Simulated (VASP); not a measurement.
# SrIr2: structure and properties in VASP

Aim: relax SrIr2, then compute properties on the relaxed cell. The steps: full relaxation (PBEsol), second relaxation, density, ELF and potential (PBEsol), band structure (PBEsol), total and projected DOS (PBEsol), vibrations at Γ (PBEsol) and field gradients at the nuclei (PBEsol). The start is a cell from a database of measured crystal structures.

Main program and level: VASP 6.6.1; PBEsol; plane waves and PAW (Sr_sv, Ir).

Most raw output is cut from this account.

The database entry behind the starting cell differs from later determinations by our own check (an axis about 1.2 % short against later determinations), so it need not match the best structure at ambient conditions.

## 1. Starting point

Before any relaxation, the start is as follows. The structure is cubic, space group Fd-3m (No. 227). The conventional cell has a = 7.700 Å, b = 7.700 Å, c = 7.700 Å, α = 90.00°, β = 90.00°, γ = 90.00°. Nearest to Sr lie 12 Ir at 3.19 Å and 4 Sr at 3.33 Å. Nearest to Ir lie 6 Ir at 2.72 Å and 6 Sr at 3.19 Å. Farther neighbours are not listed.

## 2. Full relaxation (PBEsol)

The start need not lie at this functional's minimum. ISIF = 3 frees volume, shape and positions, and EDIFFG sets the threshold on forces and stress at which the search stops. PBEsol restores the gradient expansion of exchange and is tuned for the cells of solids.

File INCAR:

```
SYSTEM = SrIr2
PREC = Accurate
ENCUT = 400
EDIFF = 1E-06
NELM = 100
ISMEAR = 1
SIGMA = 0.2
LREAL = .FALSE.
ALGO = Normal
GGA = PS
NBANDS = 34
LASPH = .TRUE.
LORBIT = 11
LWAVE = .FALSE.
LCHARG = .FALSE.
KPAR = 4
IBRION = 2
NSW = 60
ISIF = 3
EDIFFG = -0.01
```

File POSCAR:

```
SrIr2
1.0
    0.0000000000      3.8500000000      3.8500000000
    3.8500000000      0.0000000000      3.8500000000
    3.8500000000      3.8500000000      0.0000000000
Sr Ir
2 4
Direct
    0.0000000000      0.0000000000      0.0000000000
    0.2500000000      0.2500000000      0.2500000000
    0.6250000000      0.6250000000      0.6250000000
    0.1250000000      0.6250000000      0.6250000000
    0.6250000000      0.6250000000      0.1250000000
    0.6250000000      0.1250000000      0.6250000000
```

File KPOINTS:

```
Automatic mesh
0
Gamma
5 5 5
0 0 0
```

The projector-augmented-wave data sets are Sr_sv and Ir (PBE family, release 64).

Run with:

```sh
$ mpirun -np 4 vasp_std
```

Run time: 28 s. Hardware: 4 MPI ranks of Intel Xeon Platinum 8375C at 2.90GHz (Ice Lake), shared host; peak memory 0.86 GiB.

The k-mesh is coarse for a metal. The PAW data sets were made with PBE, which is usual practice but a small mismatch for other functionals. The run keeps the 48 symmetry operations of its start, so it cannot find a distortion of lower symmetry.

Step by step:

```tsv
step	energy less that of the first step (eV)	largest force (eV/Å)	pressure (GPa)	volume (Å³)
1	0.0000	0.0000	-3.17	114.13
2	0.0517	0.0000	6.41	108.02
3	-0.0228	0.0000	-0.03	111.90
```

```tsv
conventional cell, symmetrised	before	after	change
a (Å)	7.700	7.649	-0.7 %
b (Å)	7.700	7.649	-0.7 %
c (Å)	7.700	7.649	-0.7 %
volume (Å³/atom)	19.02	18.65	-2.0 %
```

Final coordinates:

```xyz
6
Lattice="0.0000 3.8247 3.8247 3.8247 0.0000 3.8247 3.8247 3.8247 0.0000" Properties=species:S:1:pos:R:3 pbc="T T T"
Sr    0.0000    0.0000    0.0000
Sr    1.9124    1.9124    1.9124
Ir    4.7809    4.7809    4.7809
Ir    4.7809    2.8686    2.8686
Ir    2.8686    2.8686    4.7809
Ir    2.8686    4.7809    2.8686
```

This step gave:

| Property | Result |
| --- | --- |
| electrons | 56 |
| bands | 34 |
| irreducible k-points | 10 |
| symmetry operations | 48 |
| free energy (TOTEN) | -44.32 eV |
| energy at zero smearing | -44.32 eV |
| Fermi energy | 6.062 eV |
| pressure | -0.02925 GPa |
| metallic | yes |
| SCF cycles over all ionic steps | 39 |

It ends with forces that vanish by symmetry and a pressure of -0.03 GPa. The volume lies -2.0 % from that of the database's start, which holds the thermal and zero-point expansion of its experiment.

## 3. Second relaxation

The basis stayed that of the start cell while the cell moved. A rerun from the cell reached resets it; the error of the finite cutoff stays.

INCAR is that of step 2.

POSCAR: that of step 2 with these lines changed.

```diff
@@ -2,5 +2,5 @@
 1.0
-    0.0000000000      3.8500000000      3.8500000000
-    3.8500000000      0.0000000000      3.8500000000
-    3.8500000000      3.8500000000      0.0000000000
+    0.0000000000      3.8247348053      3.8247348053
+    3.8247348053      0.0000000000      3.8247348053
+    3.8247348053      3.8247348053      0.0000000000
 Sr Ir
```

KPOINTS is that of step 2.

Run with:

```sh
$ mpirun -np 4 vasp_std
```

The job ended after 9.4 s (4 MPI ranks; peak memory 0.82 GiB; 33 s of CPU time).

Little changed from the start: no atom moved by 0.005 Å and no cell edge by 0.1 %.

This step gave:

- energy at zero smearing: -44.31 eV
- pressure: -0.02210 GPa
- SCF cycles over all ionic steps: 13

It ends with forces that vanish by symmetry and a pressure of -0.02 GPa. The volume moved by under 0.01 %: the run met its threshold at the first step.

## 4. Density, ELF and potential (PBEsol)

A single point on the relaxed cell gives a clean self-consistent state, with density, ELF and potential written out.

INCAR: that of step 3 with these lines changed.

```diff
@@ -14,7 +14,5 @@
 LWAVE = .FALSE.
-LCHARG = .FALSE.
-KPAR = 4
-IBRION = 2
-NSW = 60
-ISIF = 3
-EDIFFG = -0.01
+LCHARG = .TRUE.
+ISIF = 2
+LELF = .TRUE.
+LVHAR = .TRUE.
```

POSCAR is that of step 3.

KPOINTS is that of step 3.

Run with:

```sh
$ mpirun -np 4 vasp_std
```

It took 7.4 s on 4 MPI ranks; peak memory 0.54 GiB; 26 s of CPU time.

This step gave:

| Item | Value |
| --- | --- |
| SCF cycles | 13 |
| bands | 36 |
| Fermi energy | 6.061 eV |
| pressure | -0.02031 GPa |

Valence electrons inside each PAW sphere by angular momentum. Sphere charges, by row:

```tsv
atom	s (e)	p (e)	d (e)	tot (e)
Sr1	2.038	5.757	0.348	8.143
Sr2	2.038	5.757	0.348	8.143
Ir3	0.736	0.504	7.018	8.258
Ir4	0.736	0.504	7.018	8.258
Ir5	0.736	0.504	7.018	8.258
Ir6	0.736	0.504	7.018	8.258
```

ELF in the ac plane of a cell with a along [110], b along [-110] and c along [001] of the cube at fractional y = 0.000, with atoms of Sr and Ir within 0.2 Å of it. It is the smooth field of the valence electrons, not physical close to the nuclei.

Ten even steps from '0' (0.01) to '9' (0.80), each cell a mean:
```
444344322343444444344322343444
444321122123444444321122123444
444312577412344444312577412344
443216999831344443216999831344
443138988961234443138988961234
222139978961122222139978961122
110027999950011110027999950011
652003687510136652003687510136
996100122100489996100122100489
898301222211699898301222211699
799313344321698799313344321698
997223444421489997223444421489
973124444431258973124444431258
321234444443113321234444443113
123344444443322123344444443322
344433444433443344433444433443
443112343311234443112343311234
431001344200024431001344200024
430000344100024430000344100024
432012444310134432012444310134
433334444443334433334444443334
```
Columns run along a (10.8 Å), rows up along c (7.6 Å), edges of the conventional cell, whose origin can differ from the input's. Atoms in or near the plane, at fractional coordinates: Sr at (0.00, 0.50), Sr at (0.50, 0.50), Sr at (0.25, 0.75), Sr at (0.75, 0.75), Ir at (0.12, 0.13), Ir at (0.62, 0.13), Ir at (0.38, 0.13), Ir at (0.88, 0.13).

Electrostatic potential energy in the ac plane of a cell with a along [110], b along [-110] and c along [001] of the cube at fractional y = 0.000, with atoms of Sr and Ir within 0.2 Å of it. With pseudopotentials it is smooth inside the atoms' cores, unlike the true potential.

Values in eV, 11 rows by 16 columns, each cell a mean:
```
  0   0   0   0   0   0   0   0   0   0   0   0   0   0   0   0
 -1   2  -2 -11 -13  -4   2   0  -1   2  -2 -11 -13  -4   2   0
  2   2  -7 -21 -24 -10   1   2   2   2  -7 -21 -24 -10   1   2
 -3  -1  -5 -15 -17  -7  -1  -2  -3  -1  -5 -15 -17  -7  -1  -2
-16  -7  -1  -2  -3  -1  -5 -15 -16  -7  -1  -2  -3  -1  -5 -15
-24 -10   1   2   2   2  -7 -21 -24 -10   1   2   2   2  -7 -21
-13  -4   2   0  -1   2  -2 -11 -13  -4   2   0  -1   2  -2 -11
 -1   0   0   0   0   0   0   0  -1   0   0   0   0   0   0   0
 -2 -21 -26  -6  -2 -22 -25  -5  -2 -21 -26  -6  -2 -22 -25  -5
 -8 -41 -45 -16  -8 -41 -45 -16  -8 -41 -45 -16  -8 -41 -45 -16
 -2 -22 -26  -5  -2 -21 -27  -6  -2 -22 -26  -5  -2 -21 -27  -6
```
Columns run along a (10.8 Å; values clipped at the 3rd and 97th percentile), rows up along c (7.6 Å), edges of the conventional cell, whose origin can differ from the input's. Atoms in or near the plane, at fractional coordinates: Sr at (0.00, 0.50), Sr at (0.50, 0.50), Sr at (0.25, 0.75), Sr at (0.75, 0.75), Ir at (0.12, 0.13), Ir at (0.62, 0.13), Ir at (0.38, 0.13), Ir at (0.88, 0.13).

Valence density in the ac plane of a cell with a along [110], b along [-110] and c along [001] of the cube at fractional y = 0.000, with atoms of Sr and Ir within 0.2 Å of it. It is the smooth field of the valence electrons, not physical close to the nuclei.

Ten even steps from '_' (0.1 e/Å³) to '@' (3.4 e/Å³), each cell a mean:
```
____________________________________________________________
____________________________________________________________
..__________..::..____________..__________..::..____________
__________..==**++::____________________..==**++::__________
__________--##@@%%++..__________________--##@@%%++..________
__________--##@@@@++..__________________--##@@@@++..________
__________..==****--____________________..==****--__________
..__________..::::__________....__________..::::__________..
++--..____________________::==++--..____________________::==
@@##::__________________..++%%@@##::__________________..++%%
@@##--__________________..++@@@@##--__________________..++@@
##++::__________________..--####++::__________________..--##
--::______________________..::--::______________________..::
____________________________________________________________
____________________________________________________________
____........______........________........______........____
__..--====::..__..::--==--::____..--====::..__..::--==--::__
..::==****==::....--++**++--....::==****==::....--++**++--..
..::==****==::....--++##++--....::==****==::....--++##++--..
__..--==++--..__..::==++==::..__..--==++--..__..::==++==::..
__....::::..______..::::::..____....::::..______..::::::..__
```
Columns run along a (10.8 Å), rows up along c (7.6 Å), edges of the conventional cell, whose origin can differ from the input's. Atoms in or near the plane, at fractional coordinates: Sr at (0.00, 0.50), Sr at (0.50, 0.50), Sr at (0.25, 0.75), Sr at (0.75, 0.75), Ir at (0.12, 0.13), Ir at (0.62, 0.13), Ir at (0.38, 0.13), Ir at (0.88, 0.13).

In this run the pressure is -0.02 GPa, small enough to go on.

## 5. Band structure (PBEsol)

Levels along the symmetry lines show where the bands peak and cross; KPOINTS_OPT computes them in the converged potential.

File INCAR:

```
SYSTEM = SrIr2
PREC = Accurate
ENCUT = 400
EDIFF = 1E-06
NELM = 100
ISMEAR = 1
SIGMA = 0.2
LREAL = .FALSE.
ALGO = Normal
GGA = PS
NBANDS = 44
LASPH = .TRUE.
LORBIT = 11
LWAVE = .FALSE.
LCHARG = .FALSE.
KPAR = 4
```

POSCAR is that of step 4.

KPOINTS is that of step 4.

File KPOINTS_OPT:

```
Line mode
16
Line-mode
Reciprocal
  0.00000000   0.00000000   0.00000000 GAMMA
  0.50000000   0.00000000   0.50000000 X

  0.50000000   0.00000000   0.50000000 X
  0.50000000   0.25000000   0.75000000 W

  0.50000000   0.25000000   0.75000000 W
  0.37500000   0.37500000   0.75000000 K

  0.37500000   0.37500000   0.75000000 K
  0.00000000   0.00000000   0.00000000 GAMMA

  0.00000000   0.00000000   0.00000000 GAMMA
  0.50000000   0.50000000   0.50000000 L

  0.50000000   0.50000000   0.50000000 L
  0.62500000   0.25000000   0.62500000 U

  0.62500000   0.25000000   0.62500000 U
  0.50000000   0.25000000   0.75000000 W

  0.50000000   0.25000000   0.75000000 W
  0.50000000   0.50000000   0.50000000 L

  0.50000000   0.50000000   0.50000000 L
  0.37500000   0.37500000   0.75000000 K

  0.62500000   0.25000000   0.62500000 U
  0.50000000   0.00000000   0.50000000 X
```

Run with:

```sh
$ mpirun -np 4 vasp_std
```

Run time: 65 s. Hardware: 4 MPI ranks; peak memory 0.96 GiB.

Spin-orbit coupling is off here; with elements this heavy it splits and shifts levels by tenths of an eV or more.

This step gave:

| Property | Result |
| --- | --- |
| bands | 44 |
| Fermi energy | 6.062 eV |
| pressure | -0.02147 GPa |

The electronic bands at the labelled points (eV, zero at the Fermi level; # counts the bands kept):

```tsv
point	#17	#18	#19	#20	#21	#22	#23	#24
Γ	-0.18	-0.18	0.83	0.83	1.26	1.39	1.39	1.39
0.47 of the way	-0.69	-0.56	-0.25	0.42	0.42	0.56	1.16	2.02
X	-1.60	-1.60	-0.29	-0.29	-0.17	-0.17	1.91	1.91
0.47 of the way	-1.31	-1.31	-0.51	-0.51	0.03	0.03	1.83	1.83
W	-0.84	-0.84	-0.81	-0.81	0.30	0.30	1.61	1.61
0.53 of the way	-1.10	-0.95	-0.78	-0.61	0.09	0.35	1.40	2.07
K	-1.38	-1.08	-0.72	-0.58	-0.01	0.31	1.34	2.36
0.53 of the way	-0.49	-0.40	-0.23	0.30	0.58	0.87	1.28	2.29
Γ	-0.18	-0.18	0.83	0.83	1.26	1.39	1.39	1.39
0.47 of the way	-0.31	-0.25	-0.25	0.32	0.32	1.44	1.94	1.94
L	-0.41	-0.41	-0.37	0.03	0.03	1.92	2.33	2.59
0.47 of the way	-0.67	-0.53	-0.47	-0.26	0.02	1.27	1.36	2.64
U	-1.38	-1.08	-0.72	-0.58	-0.01	0.31	1.34	2.36
0.47 of the way	-1.10	-0.95	-0.78	-0.61	0.09	0.35	1.40	2.07
W	-0.84	-0.84	-0.81	-0.81	0.30	0.30	1.61	1.61
0.47 of the way	-0.90	-0.57	-0.57	-0.50	0.04	0.89	1.40	2.35
L	-0.41	-0.41	-0.37	0.03	0.03	1.92	2.33	2.59
0.47 of the way	-0.67	-0.53	-0.47	-0.26	0.02	1.27	1.36	2.64
K	-1.38	-1.08	-0.72	-0.58	-0.01	0.31	1.34	2.36
jump to U	-1.38	-1.08	-0.72	-0.58	-0.01	0.31	1.34	2.36
0.47 of the way	-1.52	-1.38	-0.47	-0.42	-0.12	0.04	1.70	2.05
X	-1.60	-1.60	-0.29	-0.29	-0.17	-0.17	1.91	1.91
```

Of the projections kept (Sr, Ir), the largest for each band there; the rest of the weight can lie on other orbitals:

```tsv
point	#17	#18	#19	#20	#21	#22	#23	#24
Γ	Ir 0.98	Ir 0.98	Sr 0.52	Sr 0.52	Ir 0.99	Ir 0.66	Ir 0.66	Ir 0.66
X	Ir 0.93	Ir 0.93	Ir 0.99	Ir 0.99	Ir 0.98	Ir 0.98	Ir 0.71	Ir 0.71
W	Ir 0.97	Ir 0.97	Ir 0.94	Ir 0.94	Ir 1.00	Ir 1.00	Ir 0.93	Ir 0.93
K	Ir 0.96	Ir 0.94	Ir 0.98	Ir 0.96	Ir 0.99	Ir 1.00	Ir 0.95	Ir 0.72
Γ	Ir 0.98	Ir 0.98	Sr 0.52	Sr 0.52	Ir 0.99	Ir 0.66	Ir 0.66	Ir 0.66
L	Ir 0.99	Ir 0.99	Ir 1.00	Ir 1.00	Ir 1.00	Ir 0.87	Ir 1.00	Ir 0.59
```

There is no gap at this level.

## 6. Total and projected DOS (PBEsol)

A density of states needs more k-points than a total energy; ISMEAR = -5 takes tetrahedra, and LORBIT projects the states on the PAW spheres. The mesh is finer than in the run before.

INCAR: that of step 5 with these lines changed.

```diff
@@ -5,3 +5,3 @@
 NELM = 100
-ISMEAR = 1
+ISMEAR = -5
 SIGMA = 0.2
@@ -16 +16,2 @@
 KPAR = 4
+NEDOS = 2001
```

POSCAR is that of step 5.

File KPOINTS:

```
Automatic mesh
0
Gamma
7 7 7
0 0 0
```

Run with:

```sh
$ mpirun -np 4 vasp_std
```

Elapsed: 17 s, on 4 MPI ranks; peak memory 0.92 GiB.

With tetrahedra the forces and stress of a metal are not exact derivatives of the energy.

Numbers from this step:

```yaml
scf_cycles: 15
irreducible_k_points: 20
free_energy_toten: -44.33 eV
fermi_energy: 6.081 eV
pressure: -0.1085 GPa
dos_at_the_fermi_level: 9.906 states/eV/cell
```

The density of states has structure finer than the step of the table below, so its rows give means over 0.5 eV, whole bins alone (the curve runs from -12.0 to 2.26 eV). Peaks (eV: height): total -3.64: 12.6, -3.28: 12.9, -2.92: 13.5, -0.55: 15.1; Ir d -3.28: 9.55, -2.92: 9.72, -0.55: 12.7, 0.03: 9.82; Ir p -2.13: 0.803, -1.70: 0.66, 1.32: 1.30, 2.19: 0.931; Ir s -6.88: 0.691, -5.01: 1.06, -4.00: 0.672, -3.64: 0.669; Sr d -2.92: 0.276, -2.06: 0.265, 1.32: 0.384, 2.19: 0.406.

States under -12.0 eV and over 2.3 eV are left out. Density of states against energy, zero at the Fermi level; means over each step; values in states/eV/cell:

```tsv
energy (eV)	total	Ir d	Ir p	Ir s	Sr d	Sr p
-9.0	0	0	0	0	0	0
-8.5	0.00196	5.3e-4	0	0.00107	0	0
-8.0	0.245	0.0688	0.00494	0.131	0	0.00183
-7.5	0.585	0.180	0.0236	0.291	6.1e-4	0.00754
-7.0	1.21	0.420	0.0702	0.550	0.00338	0.0202
-6.5	1.31	0.466	0.0995	0.561	0.00633	0.0222
-6.0	0.645	0.229	0.0569	0.266	0.00453	0.0104
-5.5	0.790	0.363	0.0545	0.240	0.0123	0.00782
-5.0	4.46	2.62	0.192	0.894	0.0622	0.0297
-4.5	4.50	3.08	0.148	0.473	0.0492	0.0294
-4.0	6.21	4.25	0.302	0.488	0.0636	0.0640
-3.5	9.16	6.81	0.310	0.325	0.131	0.105
-3.0	8.78	6.30	0.401	0.368	0.164	0.149
-2.5	7.08	4.98	0.446	0.261	0.153	0.119
-2.0	7.86	5.25	0.581	0.336	0.197	0.130
-1.5	7.36	5.18	0.488	0.216	0.184	0.125
-1.0	6.83	4.94	0.408	0.238	0.164	0.103
-0.5	10.5	8.82	0.290	0.115	0.163	0.0564
0.0	5.42	4.60	0.294	0.0427	0.0628	0.0116
0.5	2.42	1.77	0.272	0.0228	0.0673	0.0113
1.0	2.85	1.59	0.489	0.0445	0.139	0.0294
1.5	3.68	1.91	0.631	0.0594	0.209	0.0501
2.0	2.16	0.630	0.473	0.0355	0.209	0.0832
```

The finer mesh and the other smearing move the Fermi level by +0.02 eV from the 5×5×5 run, a small shift, which tests the Fermi level alone. Of the states within 0.3 eV of the Fermi level, the largest shares in the PAW spheres are Ir d 85 % and Ir p 5 %. The rest lies in smaller channels or between the spheres.

## 7. Vibrations at Γ (PBEsol)

Zone-centre modes test whether the atoms sit at a minimum within this cell. IBRION = 8 takes the force constants from linear response, which needs tightly converged orbitals.

File INCAR:

```
SYSTEM = SrIr2
PREC = Accurate
ENCUT = 400
EDIFF = 1E-08
NELM = 100
ISMEAR = 1
SIGMA = 0.2
LREAL = .FALSE.
ALGO = Normal
GGA = PS
NBANDS = 34
LASPH = .TRUE.
LORBIT = 11
LWAVE = .FALSE.
LCHARG = .FALSE.
KPAR = 4
IBRION = 8
ISIF = 2
```

POSCAR is that of step 6.

KPOINTS is that of step 6.

Run with:

```sh
$ mpirun -np 4 vasp_std
```

Elapsed: 7.3 min, on 4 MPI ranks; peak memory 2.5 GiB; 29 min of CPU time.

Energies printed during the response cycles are not total energies of the cell.

This step gave:

| Property | Result |
| --- | --- |
| bands | 34 |
| pressure of the cell | -0.1022 GPa |
| largest force of the cell | 0 eV/Å |
| Fermi energy | 6.046 eV |

The modes at Γ (shares of kinetic energy by element, %):

```tsv
mode	frequency (cm⁻¹)	symmetry	Sr %	Ir %
1	-0.2	acoustic	18	82
2	-0.2	acoustic	18	82
3	-0.2	acoustic	18	82
4	23.5	T1u	9	91
5	23.5	T1u	9	91
6	23.5	T1u	9	91
7	61.4	Eu	0	100
8	61.4	Eu	0	100
9	96.1	T2u	0	100
10	96.1	T2u	0	100
11	96.1	T2u	0	100
12	155.6	T1u	72	28
13	155.6	T1u	72	28
14	155.6	T1u	72	28
15	167.8	T2g	100	0
16	167.8	T2g	100	0
17	167.8	T2g	100	0
18	196.5	A2u	0	100
```

Displacements in mode 4 (23.5 cm⁻¹), the largest set to 1:
```
Sr1  0.41  0.48  0.33
Sr2  0.41  0.48  0.33
Ir3 -0.93 -0.88 -1.00
Ir4  0.76 -0.02 -0.14
Ir5 -0.24 -0.19  0.86
Ir6  0.07  0.67  0.00
```

Displacements in mode 9 (96.1 cm⁻¹), the largest set to 1:
```
Sr1  0.00  0.00  0.00
Sr2  0.00  0.00  0.00
Ir3  0.41  0.59 -1.00
Ir4 -0.41 -0.36 -0.05
Ir5  0.64  0.36  1.00
Ir6 -0.64 -0.59  0.05
```

The three acoustic modes lie within 0.2 cm⁻¹ of zero, and all others are real. By the characters of their eigenvectors the optical modes sort into (cm⁻¹) Raman active: T2g 168; infrared active: T1u 24, T1u 156; silent: Eu 61, T2u 96, A2u 196. With a centre of inversion no mode is active in both.

## 8. Field gradients at the nuclei (PBEsol)

Field gradients probe how far the charge around each nucleus departs from cubic symmetry; LASPH keeps the non-spherical terms inside the spheres.

INCAR: that of step 7 with these lines changed.

```diff
@@ -3,3 +3,3 @@
 ENCUT = 400
-EDIFF = 1E-08
+EDIFF = 1E-07
 NELM = 100
@@ -16,3 +16,2 @@
 KPAR = 4
-IBRION = 8
-ISIF = 2
+LEFG = .TRUE.
```

POSCAR is that of step 7.

File KPOINTS:

```
Automatic mesh
0
Gamma
5 5 5
0 0 0
```

Run with:

```sh
$ mpirun -np 4 vasp_std
```

Run time: 10 s. Hardware: 4 MPI ranks; peak memory 0.83 GiB.

Numbers from this step:

```
SCF cycles           : 14
irreducible k-points : 10
free energy (TOTEN)  : -44.32 eV
Fermi energy         : 6.062 eV
pressure             : -0.02510 GPa
```

Electric field gradients, by row:

```tsv
atom	Vxx (V/Å²)	Vyy (V/Å²)	Vzz (V/Å²)	asymmetry
Sr1	0	0	0	-
Sr2	0	0	0	-
Ir3	147.6	147.6	-295.2	0
Ir4	147.6	147.6	-295.2	0
Ir5	147.6	147.6	-295.2	0
Ir6	147.6	147.6	-295.2	0
```

The largest gradient, -295.22 V/Å², sits on Ir4 and like sites; times the quadrupole moment of a nucleus that has one, it gives the coupling that NMR and NQR see.

## 9. Summary of results

```json
{
 "relaxed volume": "18.65 Å³/atom",
 "relaxed conventional cell a, b, c": "7.649, 7.649, 7.649 Å",
 "space group after relaxing, within 0.02 Å": "Fd-3m (No. 227)",
 "band gap": "none, a metal",
 "DOS at the Fermi level": "9.91 states/eV/cell",
 "highest zone-centre mode": "196 cm⁻¹",
 "largest field gradient Vzz": "-295.22 V/Å² on Ir4"
}
```

**Reading.** With PBEsol, SrIr2 relaxes to 18.65 Å³/atom in space group Fd-3m (held by the symmetry of the run) and comes out as a metal. Against the listed cell the volume lies -2.0 %. Band structure (PBEsol): Of the bands kept, 4 cross the Fermi level on this path. Vibrations at Γ (PBEsol): The highest mode in this list at Γ, 196.5 cm⁻¹, is mostly motion of Ir (100 % of the kinetic energy). Spin-orbit coupling is left out, and with elements this heavy it would split and shift bands near the Fermi level. The k-sampling is coarse for a metal, so the Fermi level, pressures and the shape of the cell carry errors. Modes at Γ alone can't show that the crystal is stable at other wave vectors. No search among competing phases was made, and a listed structure need not be the one stable at ambient conditions. All values are for a static lattice at zero temperature.

[Lines on the potential files, build, host, timing and source positions are cut from VASP's logs without a mark.]

[Logs are printed without paths, hosts, clocks, repeated set-up lines and the standing remarks that a program may print on its own settings, such as how far it seeks lower states.]

[Hosts, paths, dates, database ids (printed as entryN), source tags and the programs' standing remarks are cut or masked in the printed files.]

[A measured line is paired with the nearest computed mode of its activity, which favours agreement.]
